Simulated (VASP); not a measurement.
Data:

```yaml
crystal:
  lattice:
    - [5.81170, 0.00000, 0.00000]
    - [0.00000, 5.81170, 0.00000]
    - [0.00000, 0.00000, 5.81644]
  atoms:
    - { symbol: Al, position: [0.00000, 0.00000, 0.97133] }
    - { symbol: Al, position: [0.50000, 0.50000, 0.97133] }
    - { symbol: Al, position: [0.50000, 0.00000, 0.52867] }
    - { symbol: Al, position: [0.00000, 0.50000, 0.52867] }
    - { symbol: Sb, position: [0.25000, 0.25000, 0.25000] }
    - { symbol: Sb, position: [0.75000, 0.75000, 0.25000] }
    - { symbol: P, position: [0.75000, 0.25000, 0.75000] }
    - { symbol: P, position: [0.25000, 0.75000, 0.75000] }
```

Computed with PBEsol GGA, VASP's PBE PAW potentials (set 64) (plane waves; VASP). Settings: 400 eV cut-off, 5×5×5 Γ-centred mesh, tetrahedra with Blöchl corrections, potentials Al Sb P.

Unless said otherwise, spin-orbit coupling is left out, though it shifts the bands of the heavy elements here.

### Question
Predict the energy per atom (σ→0), band gap (on the k-mesh) with the smallest direct gap where there is one.

### Answer

The band gap (on the k-mesh) is 0.52 eV. The smallest direct gap (on the k-mesh) is 0.52 eV and the energy per atom (σ→0) is -4.896 eV/atom.

The absolute energy has meaning only against runs of the same code, potentials and settings.

The structure was generated: Al4P2Sb2 was put into an ordered model structure (P-4m2), which need not be its known phase. It was relaxed first.
